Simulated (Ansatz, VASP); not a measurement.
# ScAl2Sb2As: VASP beside Ansatz

```
Sc Al Sb As
1.0
     5.53219    0.00000    0.00000
     0.00000    5.53219    0.00000
     0.00000    0.00000    5.51504
Sc Al Sb As
1 2 2 1
Direct
  0.00000 0.00000 0.50000
  0.00000 0.50000 0.50000
  0.50000 0.00000 0.50000
  0.50000 0.50000 0.75240
  0.50000 0.50000 0.24760
  0.00000 0.00000 0.00000
```

Change from the starting cell: species swapped into the Ba2CuSeO2 type (P4/mmm, No. 123).

Alike in both runs: functional PBE; k mesh 4 × 4 × 4; occupations gaussian, width 0.1 eV; no spin polarisation.

Ansatz relaxed the structure, and its values are those at the end. VASP's run is a single point on that final structure, the one shown.

|  | VASP | Ansatz |
| --- | --- | --- |
| version | VASP 6.6.1 | Ansatz 0.2.0 |
| potentials or method | VASP PAW PBE potentials, release 64 (Sc_sv, Al, Sb, As) | scalar-relativistic, plane waves, PAW |
| plane-wave cutoff (eV) | 520 | 420 |
| valence electrons in the cell | 32 | 62 |

```csv
,VASP,Ansatz,Ansatz less VASP
gap on the k mesh at the Fermi level (eV),none,none,-
pressure (GPa),0.1,0.1,-0.05
rms of the force components (eV/Å),0.007,0.008,+0.0018
```

A gap of «none» marks a metal or a gap that the smearing closes. The two sets of potentials don't hold the same shells in valence.

Spin-orbit coupling is left out, which matters for the levels of Sb.
